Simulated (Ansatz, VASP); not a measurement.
# PtS2: VASP beside Ansatz, part 2 of 2

One calculation is typed for both programs; each brings its own data sets. How far apart do they land? The cell is taken from a series of runs on this material, whose earlier steps may have relaxed, scaled, displaced or heated it; both programs get it as it stands.

VASP 6.6.1 and Ansatz 0.2.0.

So far: Starting point; VASP: zone-centre phonons, PBE, pair 1.

## (3) Ansatz: zone-centre phonons, PBE, pair 1

Level of this step: Ansatz beside VASP: Kohn-Sham DFT, plane waves, PBE (Ansatz).

Ansatz runs on its PAW soft_1 files.

The same cell, functional, mesh and smearing now go to Ansatz, which takes its cutoff from its data sets.

input.yaml reads:

```yaml
crystal:
  lattice:
    - [3.5549436484, 0.0, 0.0]
    - [-1.7774718242, 3.0786715085, 0.0]
    - [0.0, 0.0, 30.0]
  atoms:
    - { symbol: Pt, position: [0.3333333333, 0.6666666667, 0.3333333333] }
    - { symbol: S, position: [0.6666666667, 0.3333333333, 0.3781575445] }
    - { symbol: S, position: [0.6666666667, 0.3333333333, 0.2885091221] }
  periodic: [true, true, false]
kpoints:
  mp_grid: { grid: [15, 15, 1] }
hamiltonian:
  xc: pbe
  pseudopotentials: { kind: paw, azcp: { folder: soft_1 } }
scf:
  occupations: { method: methfessel_paxton, width: 0.2 }
output:
  eigenvalues: true
phonons:
  method: dfpt
```

On the command line:

```console
$ ansatz run input.yaml --threads 4 --pin off --max-ram 16384MiB --backend cpu --events-out ev --progress --plain --runs-dir out
```

Numbers of over 12 decimals in the logs are rounded to 6 here.

The log of the run:

```text
Engine: ansatz 0.2.0, aarch64-unknown-linux-gnu
Pseudopotentials: kind: paw
Pseudopotential: Pt, paw, valence charge 18, recommended cutoff 420 eV (normal), soft_1/Pt.paw.azcp
Pseudopotential: S, paw, valence charge 6, recommended cutoff 420 eV (normal), soft_1/S.paw.azcp
Functional definition: PBE
  parameter kappa = 0.804
  parameter beta = 0.066725
  exchange = pbe_x(kappa = kappa, mu = beta*pi^2/3)
  correlation = pbe_c(beta = beta)
Crystal: 3 atoms, lattice volume = 328.335 Å³
Basis set: ecut = 420 eV, 6323 PW (Γ), exchange–correlation on 48×48×432 points (8 copies of the dense FFT grid, shifted against one another)
Bands: 19, of which v1, the nominal top of the filled ones, is band 15 counted from 1 (14 counted from 0)
Symmetry: 12 space group operations
k-points: 64 of 225 (irreducible under 2 space group operations, time reversal used)
Non-local potential: Pt, projectors of the file, l = 0: 3, l = 1: 2, l = 2: 2, l = 3: 1
Non-local potential: S, projectors of the file, l = 0: 2, l = 1: 2, l = 2: 1
PAW form: soft (Blöchl's): semilocal exchange-correlation on the pseudo side does not see the compensation charge
PAW one-centre angular grid: Pt, 590 points (default); XC on 64 Gauss nodes
PAW one-centre angular grid: S, 110 points (default); XC on 64 Gauss nodes
Initial density: superposition of atomic densities (neutral atoms: chi_scale 0, normalization atom)
Initial wavefunctions: pseudopotential atomic-orbital guess
Functional: x = pbe(κ = 0.804, μ = 0.219515), c = pbe(β = 0.066725)
SCF iter   1: F=—  HF=-14329.104405 eV  |F-HF|=—  |Δ(HF+E_count)|=         —  Δρ=3.69e-2  dr2=6.04e0  ethr=3.10e-3  ⟨swp⟩=15.6  Hψ=11720  notcnv=0
preconditioner: auto → LDOS  [metal: Δε(μ)=0.034 eV  Ē_g=8.484 eV  σ=0.200 eV  W_gap=0.14  n_scr=16 (ndim 8)  ℏωp=9.6 eV  f_vac=0.781  D(μ)=2.98/eV (n_scr^D=12)  β→1.0]
SCF iter   2: F=—  HF=-14328.261857 eV  |F-HF|=—  |Δ(HF+E_count)|=   8.43e-1  S|Δr|=    0.00e0  Δρ=1.06e-2  dr2=6.25e-1  ethr=3.10e-3  ⟨swp⟩=3.2  Hψ=3232  notcnv=0
SCF iter   3: F=—  HF=-14328.183714 eV  |F-HF|=—  |Δ(HF+E_count)|=   7.81e-2  S|Δr|=    0.00e0  Δρ=6.93e-3  dr2=2.05e-1  ethr=2.08e-3  ⟨swp⟩=4.0  Hψ=3393  notcnv=0
SCF iter   4: F=—  HF=-14328.133865 eV  |F-HF|=—  |Δ(HF+E_count)|=   4.98e-2  S|Δr|=    0.00e0  Δρ=1.26e-3  dr2=1.28e-2  ethr=6.82e-4  ⟨swp⟩=3.3  Hψ=3151  notcnv=0
SCF iter   5: F=—  HF=-14328.131923 eV  |F-HF|=—  |Δ(HF+E_count)|=   1.94e-3  S|Δr|=    0.00e0  Δρ=3.12e-4  dr2=1.49e-4  ethr=4.28e-5  ⟨swp⟩=3.4  Hψ=2724  notcnv=0
SCF iter   6: F=—  HF=-14328.132079 eV  |F-HF|=—  |Δ(HF+E_count)|=   1.57e-4  S|Δr|=    0.00e0  Δρ=4.52e-5  dr2=6.30e-6  ethr=4.98e-7  ⟨swp⟩=3.5  Hψ=3001  notcnv=0
SCF iter   7: F=—  HF=-14328.132093 eV  |F-HF|=—  |Δ(HF+E_count)|=   1.43e-5  S|Δr|=    0.00e0  Δρ=1.25e-5  dr2=5.70e-7  ethr=2.10e-8  ⟨swp⟩=3.5  Hψ=2761  notcnv=0
SCF iter   8: F=—  HF=-14328.132201 eV  |F-HF|=—  |Δ(HF+E_count)|=   1.08e-4  S|Δr|=    0.00e0  Δρ=3.16e-6  dr2=4.36e-8  ethr=1.90e-9  ⟨swp⟩=3.2  Hψ=2701  notcnv=0
SCF iter   9: F=—  HF=-14328.132201 eV  |F-HF|=—  |Δ(HF+E_count)|=   7.80e-8  S|Δr|=    0.00e0  Δρ=6.04e-7  dr2=1.32e-9  ethr=1.45e-10  ⟨swp⟩=3.6  Hψ=2801  notcnv=0
SCF iter  10: F=—  HF=-14328.132201 eV  |F-HF|=—  |Δ(HF+E_count)|=   7.56e-9  S|Δr|=    0.00e0  Δρ=1.25e-7  dr2=8.35e-11  ethr=4.41e-12  ⟨swp⟩=3.6  Hψ=2879  notcnv=0
SCF iter  11: F=-14328.132201 eV  HF=-14328.132201 eV  |F-HF|=8.37e-11  |Δ(HF+E_count)|=   1.35e-9  S|Δr|=    0.00e0  Δρ=3.82e-8  dr2=4.74e-12  ethr=1.00e-12  ⟨swp⟩=18.4  Hψ=11464  notcnv=0
SCF 1 converged in 11 iterations: F = -14328.132201 eV  dr2 = 4.74e-12
  greatest PAW one-centre occupation: 1.000 electrons in one spin orbital (limit 2), on the Pt atom at site 0 (counted from 0), in its partial waves of l = 0
DFPT response loops at Γ: preconditioner auto → none (partly filled bands, converged f_vac=0.783); β = 0.50; Broyden in place of MSR1
SCF converged after 11 iterations
Stability not checked: this state was not tested for a lower state beside it, because cold or Methfessel-Paxton smearing, or corrected tetrahedra, fill the levels in a way that the test cannot read (fill_not_monotonic; see scf.lower_state_search)
Free energy (F): -14328.132201 eV
Harris-Foulkes:  -14328.132201 eV  (|F-HF|=8.37e-11)
Internal energy: -14328.128874 eV  (E = F + TS)
E sigma→0 (E₀):  -14328.131369 eV
Entropy (-TS):   -0.003327 eV (-1.109 meV/atom)
Fermi energy:    -5.133607 eV
--- Per-component energies (eV) ---
  E_band       = -795.134912
  E_kinetic    = 802.632566
  E_local      = -49839.209754  (includes V_loc(G=0)·N_el)
  E_nonlocal   = 272.961327
  E_hartree    = 24368.782695
  E_xc         = -406.950813
  E_vxc        = -432.569151  (∫ρ·V_xc dr)
  E_paw        = -10700.604848  (= ΣΔE_a)
  E_vpaw       = -336.516583  (= ΣTr[D̂ρ^β])
  E_aug_tail   = 0.001112  (compensation charges beyond the density's cutoff)
  E_ewald      = 21174.258840
  E_smearing   = -0.003327  (= −TS)
  E_closure    = 0.000000  (closes the sum)
  Σ components = -14328.132201   (vs F -14328.132201, Δ=0.00e0)
--- Band table (eV; the first three rows and the last of 64) ---
  k-point 0: bands = [... 11 lower, -7.3579, -6.4212, -4.9097, -4.9097, -4.4972, -4.4972, -2.4564, -0.4810]
  k-point 1: bands = [... 11 lower, -7.4234, -6.3843, -5.0258, -4.8512, -4.6715, -4.5935, -2.1951, -0.4183]
  k-point 2: bands = [... 11 lower, -7.6179, -6.3522, -5.2310, -5.0399, -4.8581, -4.6927, -1.5962, -0.2400]
  k-point 63: bands = [... 11 lower, -8.7415, -7.5318, -7.4170, -5.9673, -4.7059, -3.8096, -0.3615, 1.3751]
--- Phonons (Γ-DFPT): 4 representative perturbations + reference, on 64 of 225 k-points (Σ response iterations 23) ---
  k mesh reduced under 2 symmetry operations, with k and −k counted as one. Each operation leaves every solved perturbation unchanged. A smaller set is not used because it would not reduce the number of displacements times k-points to solve
  ASR residual: 6.032e-5 → 0.000e0 eV/Å²; symmetrization residual: 2.539e-5 eV/Å²
  ASR residual per site (eV/Å²): 6.03e-5 3.32e-5 3.32e-5
  Γ frequencies (cm⁻¹): -122.60 -122.60 0.00 0.00 0.00 74.58 124.23 124.23 294.93
  non-analytic LO–TO correction: not included (Born effective charges unavailable; polar crystals: no LO–TO splitting at Γ)
```

## (4) Differences

Known differences besides the potentials themselves: Ansatz cuts the interaction across the vacuum, VASP repeats the sheet without a dipole correction; the data sets hold 30 valence electrons in Ansatz (on its PAW soft_1 files) and 22 in VASP; the cutoff is 420 eV in Ansatz and 500 eV in VASP. Total energies have different zeros and are not compared.

Both answers:

| quantity | Ansatz | VASP | difference |
| --- | --- | --- | --- |
| optical mode 1 to 2 (imaginary, printed as negative) (cm⁻¹) | -122.6 | -127.0 | +4.4 |
| optical mode 3 (cm⁻¹) | 74.6 | 78.6 | -5.14 % |
| optical mode 4 to 5 (cm⁻¹) | 124.2 | 128.2 | -3.12 % |
| optical mode 6 (cm⁻¹) | 294.9 | 293.2 | +0.59 % |

Modes are paired by rising frequency, not by their patterns, so a pair may set unlike modes beside each other; they are those without the splitting of longitudinal modes. Where the cell holds vacuum, a pressure given here is an average over it and none of the material.

## (5) VASP: zone-centre phonons, PBE, pair 2

Second derivatives magnify differences that forces hide, and they need a tight electronic threshold.

INCAR reads:

```
SYSTEM = PtS2
PREC = Accurate
ENCUT = 500
EDIFF = 1E-08
NELM = 120
ISMEAR = 1
SIGMA = 0.2
LREAL = .FALSE.
ALGO = Normal
GGA = PE
NBANDS = 17
LASPH = .TRUE.
LORBIT = 11
LWAVE = .FALSE.
LCHARG = .FALSE.
ISIF = 2
IBRION = 8
GGA_COMPAT = .FALSE.
NELMDL = -8
KPAR = 2
```

POSCAR reads:

```
PtS2
1.0
    3.6246484258      0.0000000000      0.0000000000
   -1.8123242129      3.0183054005      0.0000000000
    0.0000000000      0.0000000000     30.0000000000
Pt S
1 2
Direct
    0.3130042908      0.6260085817      0.3333333333
    0.6768311879      0.3536623759      0.3781128796
    0.6768311879      0.3536623759      0.2885537870
```

KPOINTS reads:

```
Automatic mesh
0
Gamma
15 15 1
0 0 0
```

The projector-augmented-wave data sets are Pt and S (PBE family, release 64).

On the command line:

```console
$ mpirun -np 2 vasp_std
```

The log of the run:

```text
[... set-up lines as in an earlier step ...]
 entering main loop
       N       E                     dE             d eps       ncg     rms          rms(c)
DAV:   1     0.173833604907E+03    0.17383E+03   -0.67970E+03  2176   0.881E+02
DAV:   2     0.577871706419E+01   -0.16805E+03   -0.15938E+03  3678   0.162E+02
DAV:   3    -0.142933206578E+02   -0.20072E+02   -0.19796E+02  2761   0.708E+01
DAV:   4    -0.147020735453E+02   -0.40875E+00   -0.40318E+00  2935   0.119E+01
[...]
DAV:  29    -0.136620784479E+02   -0.35494E-07    0.73917E-12  2257   0.379E-05    0.107E-05
DAV:  30    -0.136620784611E+02   -0.13210E-07    0.18287E-10  2043   0.223E-05    0.114E-05
DAV:  31    -0.136620784665E+02   -0.53640E-08    0.22363E-10  2161   0.164E-05
   1 F= -.13662078E+02 E0= -.13661514E+02  d E =-.169368E-02
 Linear response reoptimize wavefunctions to high precision
DAV:   1    -0.136620784683E+02   -0.17601E-08    0.24787E-10  2096   0.778E-06
DAV:   2    -0.136620784683E+02   -0.90949E-11    0.24941E-10  2327   0.202E-06
 Linear response DOF=           6
 Linear response progress:
[...]
RMM:  13    -0.964175133453E-01   -0.15913E-07   -0.12592E-07  4128   0.161E-04    0.136E-05
RMM:  14    -0.964175102496E-01    0.30957E-08   -0.11204E-07  4151   0.557E-05    0.672E-06
RMM:  15    -0.964175049660E-01    0.52836E-08    0.53664E-08  4124   0.490E-05    0.458E-06
 first order change of Fermi-energy  -0.57684E+00
 force on displaced ion       2 direction 2 :   0.000  -1.202   1.623
 Linear response progress:
  Degree of freedom:   6/  6
       N       E                     dE             d eps       ncg     rms          rms(c)
RMM:   1    -0.142773992355E+00   -0.14277E+00   -0.77554E-04  5027   0.196E+00
RMM:   2    -0.141065139343E+00    0.17089E-02   -0.27027E-03  3629   0.324E-01    0.320E-01
RMM:   3    -0.141493422053E+00   -0.42828E-03   -0.15940E-03  3916   0.176E-01    0.228E-01
RMM:   4    -0.141043489411E+00    0.44993E-03   -0.18901E-03  4001   0.176E-01    0.187E-01
[...]
RMM:  16    -0.140505557225E+00    0.24455E-07    0.94537E-08  4099   0.462E-05    0.276E-06
RMM:  17    -0.140505542252E+00    0.14973E-07    0.38618E-08  3983   0.350E-05    0.219E-06
RMM:  18    -0.140505533777E+00    0.84749E-08    0.37756E-08  4022   0.344E-05    0.130E-06
 first order change of Fermi-energy  -0.10710E+01
 force on displaced ion       2 direction 3 :   0.000   1.584  -5.704
 Linear response finished
```

OUTCAR, selected parts (step 5):

```text
  Total       -0.8783862     -0.3689784     -0.1523175      0.0000000      0.0000000      0.0000000
  in kB       -4.2879112     -1.8011968     -0.7435496      0.0000000      0.0000000      0.0000000
  external PRESSURE =      -2.2775526 kB  Pullay stress =       0.0000000 kB

 POSITION                                       TOTAL-FORCE (eV/Angst)
 -----------------------------------------------------------------------------------
     -0.00000      1.88949     10.00000         0.000000     -0.012904      0.000000
      1.81232      1.06746     11.34339         0.000000      0.006452     -0.046572
      1.81232      1.06746      8.65661         0.000000      0.006452      0.046572
 -----------------------------------------------------------------------------------
    total drift:                                0.000000     -0.000104      0.000042

[... 2 further parts left out ...]
```

## (6) Ansatz: zone-centre phonons, PBE, pair 2

The same cell, functional, mesh and smearing now go to Ansatz, which takes its cutoff from its data sets.

The cell is taken from a series of runs on this material, whose earlier steps may have relaxed, scaled, displaced or heated it; both programs get it as it stands.

input.yaml, the sections that differ from step 3:

```yaml
crystal:
  lattice:
    - [3.6246484258, 0.0, 0.0]
    - [-1.8123242129, 3.0183054005, 0.0]
    - [0.0, 0.0, 30.0]
  atoms:
    - { symbol: Pt, position: [0.3130042908, 0.6260085817, 0.3333333333] }
    - { symbol: S, position: [0.676831188, 0.3536623759, 0.3781128796] }
    - { symbol: S, position: [0.676831188, 0.3536623759, 0.288553787] }
  periodic: [true, true, false]
# kpoints, hamiltonian, scf, output, phonons: as in step 3
```

On the command line:

```console
$ ansatz run input.yaml --threads 4 --pin off --max-ram 16384MiB --backend cpu --events-out ev --progress --plain --runs-dir out
```

The log of the run:

```text
zone centre: on kpoints.mp_grid the ground state, and the responses unless they are solved on pairs of k-points, stand on 64 of the mesh's 225 k-points, reduced under 2 symmetry operations, with k and −k counted as one. Each operation leaves every solved displacement unchanged or reverses it
[...]
Crystal: 3 atoms, lattice volume = 328.209 Å³
[...]
k-point 2: bands = [... 11 lower, -7.5036, -6.2989, -5.5936, -5.2655, -4.8196, -4.0495, -1.3477, -0.1847]
  k-point 63: bands = [... 11 lower, -8.7828, -7.7933, -7.3942, -5.8422, -4.9924, -3.5619, -0.2089, 1.4078]
[...]
ASR residual: 5.316e-5 → 0.000e0 eV/Å²; symmetrization residual: 6.165e-6 eV/Å²
  ASR residual per site (eV/Å²): 5.32e-5 1.67e-5 1.67e-5
  Γ frequencies (cm⁻¹): -121.49 0.00 0.00 0.00 132.78 151.11 163.72 180.62 298.45
[...]
[key lines of the parts left out:]
SCF converged after 12 iterations
Free energy (F): -14328.150120 eV
Fermi energy:    -5.228439 eV
```

## (7) Differences

What differs besides the data sets and the points named for the pairs above, as far as they apply: the data sets hold 30 valence electrons in Ansatz (on its PAW soft_1 files) and 22 in VASP. Total energies have different zeros and are not compared.

Both answers:

| quantity | Ansatz | VASP | difference |
| --- | --- | --- | --- |
| optical mode 1 (imaginary, printed as negative) (cm⁻¹) | -121.5 | -116.8 | -4.7 |
| optical mode 2 (cm⁻¹) | 132.8 | 132.1 | +0.49 % |
| optical mode 3 (cm⁻¹) | 151.1 | 150.4 | +0.49 % |
| optical mode 4 (cm⁻¹) | 163.7 | 167.9 | -2.50 % |
| optical mode 5 (cm⁻¹) | 180.6 | 181.8 | -0.63 % |
| optical mode 6 (cm⁻¹) | 298.4 | 296.7 | +0.59 % |

Modes are paired by rising frequency, not by their patterns, so a pair may set unlike modes beside each other; they are those without the splitting of longitudinal modes. Where the cell holds vacuum, a pressure given here is an average over it and none of the material.

## (8) Outcome

| Item | Value |
| --- | --- |
| r.m.s. difference of the optical zone-centre modes, each program's sorted by frequency (zone-centre phonons, PBE, pair 1) | 3.9 cm⁻¹ |
| difference in optical mode 3 (zone-centre phonons, PBE, pair 1) | -5.1 % |
| r.m.s. difference of the optical zone-centre modes, each program's sorted by frequency (zone-centre phonons, PBE, pair 2) | 2.7 cm⁻¹ |
| difference in optical mode 4 (zone-centre phonons, PBE, pair 2) | -2.5 % |

What this shows: The r.m.s. difference of the optical zone-centre modes, each program's sorted by frequency is 3.9 cm⁻¹ (zone-centre phonons, PBE, pair 1). The data sets hold unlike numbers of valence electrons (30 in Ansatz and 22 in VASP), so part of the differences may come from the potentials. Among the rows given in per cent, the largest difference of the zone-centre phonons, PBE, pair 1 pair is in optical mode 3, -5.1 %. Among the rows given in per cent, the largest difference of the zone-centre phonons, PBE, pair 2 pair is in optical mode 4, -2.5 %. Such differences can come from data sets, numerical settings and the points named under the comparisons, not from the functional's error against experiment.

[Lines on the potential files, build, host, timing and source positions are cut from VASP's logs without a mark.]

[Logs are printed without paths, hosts, clocks, repeated set-up lines and the standing remarks that a program may print on its own settings, such as how far it seeks lower states.]

[Hosts, paths, dates, database ids (printed as entryN), source tags and the programs' standing remarks are cut or masked in the printed files.]
